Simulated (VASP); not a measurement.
Given:

```yaml
crystal:
  lattice:
    - [4.09724, 0.00000, 0.00000]
    - [0.00000, 4.09724, 0.00000]
    - [0.00000, 0.00000, 4.09724]
  atoms:
    - { symbol: Ba, position: [0.00000, 0.00000, 0.00000] }
    - { symbol: Hf, position: [0.50000, 0.50000, 0.50000] }
    - { symbol: O, position: [0.50000, 0.00000, 0.50000] }
    - { symbol: O, position: [0.00000, 0.50000, 0.50000] }
    - { symbol: O, position: [0.50000, 0.50000, 0.00000] }
```

All values below come from PBE GGA with D4 dispersion, VASP's PBE PAW potentials (set 64) (plane waves; VASP). Settings: 520 eV cut-off, 5×5×5 Γ-centred mesh, Gaussian smearing of 0.050 eV, potentials Ba_sv Hf_pv O.

Question: Give the stress tensor in GPa (positive for a compressed cell).

Answer: 
```
11.54   0.00   0.00
 0.00  11.54   0.00
 0.00   0.00  11.54
```
The pressure is its mean diagonal, 11.54 GPa.

The compound is BaHfO3 in the cubic perovskite structure. This cell is one point of a volume scan, at 0.94 of the reference volume.
